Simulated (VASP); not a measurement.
Here is a VASP 6.6.1 calculation.

The input INCAR:

```
SYSTEM = W
  ALGO = Normal
  EDIFF = 1E-7
  ENCUT = 520
  GGA = PE
  ISIF = 2
  ISMEAR = 0
  LASPH = .TRUE.
  LCHARG = .FALSE.
  LREAL = .FALSE.
  LWAVE = .FALSE.
  NELM = 80
  PREC = Accurate
  SIGMA = 0.3
```

Contents of KPOINTS:

```
k-points
0
G
  18 18 18
  0 0 0
```

POSCAR

```
W                                       
1.0
   -1.6240930816      1.6240930816      1.6240930816
    1.6240930816     -1.6240930816      1.6240930816
    1.6240930816      1.6240930816     -1.6240930816
  W             
     1
Direct
     0.0000000000000000    0.0000000000000000    0.0000000000000000
```

Potentials or basis: VASP PAW PBE potentials, release 64 (W_sv).

The run is started by

```console
$ cat potpaw_PBE.64/W_sv/POTCAR > POTCAR
$ mpirun -np 1 vasp_std > vasp.out
```

Predict the band gap on the k mesh.

none (metal or under the smearing width).

Predict the pressure.

-15.7 GPa.

Caveat: so large a pressure means that the cell lies far from this level's equilibrium, or that cutoff or potentials fall short. The run has no spin-orbit coupling, so splittings on W are missing.
